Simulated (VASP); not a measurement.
Calculation: PBE GGA, VASP's PBE PAW potentials (set 64) (plane waves; VASP).

VASP input:

**INCAR**
```
! general
SYSTEM   =  Mo16F
PREC     =  Normal
ENCUT    =  400
LREAL    =  .False.
LASPH    =  .True.

! electronic loop
EDIFF    =  1E-6
NELM     =  100
NELMIN   =  4
ALGO     =  Normal
LMAXMIX  =  4

! smearing
ISMEAR   =  1
SIGMA    =  0.1

! functional
GGA      =  PE

! output
LWAVE    =  .False.
LCHARG   =  .False.
LORBIT   =  11
LVHAR    =  .True.

! other
LDIPOL   =  .True.
IDIPOL   =  3
DIPOL    =  0.5 0.5 0.5
```

File KPOINTS:
```
kpoints
0
gamma
5 6 1
0 0 0
```

POSCAR:
```
Mo16F
20.6914620
  0.3046103594   0.0000000000   0.0000000000
  0.1523051797   0.2153920642   0.0000000000
  0.0000000000   0.0000000000   0.9999999821
Mo F
16 1
Cart
  0.3046103594   0.1085079774   0.3429406520
  0.1523051797   0.1068840869   0.3429406520
  0.2288540280   0.0000000000   0.3424311386
  0.0757563314   0.0000000000   0.3424311386
  0.0000000000   0.0000000000   0.4448587245
  0.1523051797   0.0000000000   0.4462933094
  0.0761525899   0.1076960321   0.4448273826
  0.2284577696   0.1076960321   0.4448273826
  0.3046103594   0.1050071673   0.5549162478
  0.1523051797   0.1103848970   0.5549162478
  0.2282613536   0.0000000000   0.5528931273
  0.0763490058   0.0000000000   0.5528931273
  0.0000000000   0.0000000000   0.6705685052
  0.1523051797   0.0000000000   0.6537858481
  0.0761525899   0.1076960321   0.6545298337
  0.2284577696   0.1076960321   0.6545298337
  0.0000000000   0.0000000000   0.7629806918
```

POTCAR, in this order: Mo F (PBE.64 set). Program: vasp_std. Read from the step before: WAVECAR.

Task: What does the run give for the energy per atom (σ→0), band gap (on the k-mesh)?

Result: 
```yaml
energy per atom (σ→0): -969.3 kJ/mol of atoms
band gap (on the k-mesh): none (metal, semimetal or under 0.01 eV)
```

OSZICAR:
```
...
DAV:   3    -0.170780699501E+03    0.59415E-01   -0.22416E-01  3864   0.163E+00    0.436E-02
DAV:   4    -0.170781450800E+03   -0.75130E-03   -0.74269E-03  3040   0.177E-01    0.264E-02
DAV:   5    -0.170781498204E+03   -0.47404E-04   -0.77799E-04  3136   0.565E-02    0.160E-02
DAV:   6    -0.170781508281E+03   -0.10077E-04   -0.13384E-04  2904   0.217E-02    0.143E-02
DAV:   7    -0.170781509123E+03   -0.84183E-06   -0.29820E-05  1848   0.743E-03    0.123E-02
DAV:   8    -0.170781507446E+03    0.16766E-05   -0.11135E-05  1816   0.691E-03    0.850E-03
DAV:   9    -0.170781507034E+03    0.41239E-06   -0.43271E-06  1640   0.453E-03
   1 F= -.17078151E+03 E0= -.17078217E+03  d E =0.199818E-02
```

The cell is a thin slab with vacuum, built from Mo (bcc): (110) face, F adsorbed.
